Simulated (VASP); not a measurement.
Data:

```
CELL_PARAMETERS angstrom
     -0.00014     5.42715     5.42109
      5.42715    -0.00014     5.42109
      2.71351     2.71351     0.00000
ATOMIC_POSITIONS crystal
  Zn 0.99260 0.99260 0.01479
  Zn 0.99587 0.51108 0.99306
  Zn 0.51108 0.99587 0.99306
  Zn 0.50043 0.50043 0.99915
  Se 0.12563 0.12563 0.24874
  S  0.12592 0.62392 0.25017
  S  0.62392 0.12592 0.25017
  S  0.62456 0.62456 0.25088
```

Method: PBEsol GGA, VASP's PBE PAW potentials (set 64) (plane waves; VASP 6.6.1). Numerical set-up: 400 eV cut-off, 4×4×8 Γ-centred mesh, tetrahedra with Blöchl corrections, potentials Zn Se S.

Predict the energy per atom (σ→0), band gap (on the k-mesh) with the smallest direct gap where there is one.

```
Quantity                                     Result
-----------------------------------  --------------
band gap (on the k-mesh)                    1.69 eV
smallest direct gap (on the k-mesh)         1.69 eV
energy per atom (σ→0)                -3.682 eV/atom
```

The structure was generated: Zn4S3Se was put into an ordered model structure (Amm2), which need not be its known phase. It was relaxed first.
